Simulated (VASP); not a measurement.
OSZICAR of a VASP run on Be (hcp):

File OSZICAR:
```
       N       E                     dE             d eps       ncg     rms          rms(c)
DAV:   1    -0.289471232251E+01   -0.28947E+01   -0.16985E+03  2700   0.512E+02
DAV:   2    -0.756616637638E+01   -0.46715E+01   -0.45613E+01  4110   0.599E+01
DAV:   3    -0.759399009994E+01   -0.27824E-01   -0.27826E-01  3468   0.431E+00
DAV:   4    -0.759402017463E+01   -0.30075E-04   -0.30075E-04  3942   0.128E-01
DAV:   5    -0.759402018297E+01   -0.83457E-08   -0.90474E-08  3420   0.143E-03    0.122E+00
DAV:   6    -0.754785411551E+01    0.46166E-01   -0.61853E-03  3048   0.116E+00    0.746E-01
DAV:   7    -0.752941648020E+01    0.18438E-01   -0.68208E-03  3042   0.121E+00    0.277E-02
DAV:   8    -0.752939517182E+01    0.21308E-04   -0.13559E-05  3840   0.444E-02    0.942E-03
DAV:   9    -0.752939412956E+01    0.10423E-05   -0.27660E-06  3318   0.208E-02    0.948E-04
DAV:  10    -0.752939398027E+01    0.14929E-06   -0.52968E-09  3192   0.820E-04    0.280E-04
DAV:  11    -0.752939385092E+01    0.12935E-06   -0.31126E-09  1740   0.749E-04    0.692E-06
DAV:  12    -0.752939384689E+01    0.40255E-08   -0.14164E-10  1764   0.146E-04
   1 F= -.45654155E+01 E0= -.45653748E+01  d E =-.456542E+01
       N       E                     dE             d eps       ncg     rms          rms(c)
DAV:   1    -0.720613041828E+01    0.32326E+00   -0.14303E+00  2862   0.170E+01    0.500E-01
DAV:   2    -0.720130339801E+01    0.48270E-02   -0.20630E-03  4170   0.659E-01    0.317E-01
DAV:   3    -0.719906888479E+01    0.22345E-02   -0.18540E-03  2736   0.817E-01    0.142E-02
DAV:   4    -0.719901872020E+01    0.50165E-04   -0.11555E-05  3498   0.595E-02    0.456E-03
DAV:   5    -0.719901359314E+01    0.51271E-05   -0.19576E-06  3132   0.233E-02    0.466E-04
DAV:   6    -0.719901343173E+01    0.16141E-06   -0.11463E-09  2502   0.282E-04    0.143E-04
DAV:   7    -0.719901346414E+01   -0.32405E-07   -0.33198E-09  1554   0.105E-03
   2 F= -.48258126E+01 E0= -.48257404E+01  d E =-.260397E+00
       N       E                     dE             d eps       ncg     rms          rms(c)
DAV:   1    -0.731261621163E+01   -0.11360E+00   -0.41169E-02  2868   0.279E+00    0.939E-02
DAV:   2    -0.731242747008E+01    0.18874E-03   -0.73538E-05  4188   0.117E-01    0.590E-02
DAV:   3    -0.731231176544E+01    0.11570E-03   -0.70226E-05  2742   0.157E-01    0.273E-03
DAV:   4    -0.731231072681E+01    0.10386E-05   -0.50393E-07  3408   0.120E-02    0.771E-04
DAV:   5    -0.731231100104E+01   -0.27423E-06   -0.61678E-08  2688   0.430E-03    0.747E-05
DAV:   6    -0.731231101548E+01   -0.14435E-07   -0.70607E-10  1614   0.296E-04
   3 F= -.48411345E+01 E0= -.48410677E+01  d E =-.275719E+00
       N       E                     dE             d eps       ncg     rms          rms(c)
DAV:   1    -0.732152529643E+01   -0.92143E-02   -0.36088E-04  2856   0.262E-01    0.858E-03
DAV:   2    -0.732152240820E+01    0.28882E-05   -0.62654E-07  4200   0.108E-02    0.540E-03
DAV:   3    -0.732151922968E+01    0.31785E-05   -0.58423E-07  2736   0.143E-02    0.249E-04
DAV:   4    -0.732151928411E+01   -0.54426E-07   -0.39681E-09  1752   0.109E-03
   4 F= -.48410656E+01 E0= -.48409995E+01  d E =-.275650E+00
       N       E                     dE             d eps       ncg     rms          rms(c)
DAV:   1    -0.732192334473E+01   -0.40412E-03   -0.10872E-02  3336   0.721E-01    0.392E-02
DAV:   2    -0.732191372326E+01    0.96215E-05   -0.42151E-05  3150   0.627E-02    0.238E-02
DAV:   3    -0.732190566783E+01    0.80554E-05   -0.48404E-06  3618   0.139E-02    0.304E-04
DAV:   4    -0.732190567268E+01   -0.48452E-08   -0.34905E-08  2898   0.197E-03
   5 F= -.48420180E+01 E0= -.48419464E+01  d E =-.952426E-03
       N       E                     dE             d eps       ncg     rms          rms(c)
DAV:   1    -0.732193468797E+01   -0.29020E-04   -0.20845E-05  3276   0.316E-02    0.173E-03
DAV:   2    -0.732193468251E+01    0.54623E-08   -0.81227E-08  3090   0.277E-03
   6 F= -.48420199E+01 E0= -.48419480E+01  d E =-.954337E-03
       N       E                     dE             d eps       ncg     rms          rms(c)
DAV:   1    -0.731388481860E+01    0.80499E-02   -0.27419E-04  2826   0.230E-01    0.746E-03
DAV:   2    -0.731388498275E+01   -0.16415E-06   -0.47661E-07  4206   0.950E-03    0.470E-03
DAV:   3    -0.731388656681E+01   -0.15841E-05   -0.44478E-07  2736   0.126E-02    0.216E-04
DAV:   4    -0.731388648915E+01    0.77666E-07   -0.32271E-09  1644   0.988E-04
   7 F= -.48420835E+01 E0= -.48420114E+01  d E =-.636093E-04
```

Question: Which electronic solver shows in the log?

Answer: It is blocked Davidson (ALGO = Normal, or the opening steps of other solvers). The INCAR had ALGO = Normal.

Question: Can the final energy be trusted as converged?

Answer: The calculation finished and met its thresholds. It stopped with EDIFF = 1E-7, NELM = 100, NSW = 40 and EDIFFG = -0.01 after 7 ionic steps (PBE GGA, plane waves, VASP's PBE PAW potentials (set 64)). Energy and stress use the plane-wave basis of the starting cell.

The compound is Be in the hcp structure. This run relaxes it under an external pressure of 30 GPa. Symmetry was kept, so distortions that lower it aren't found.
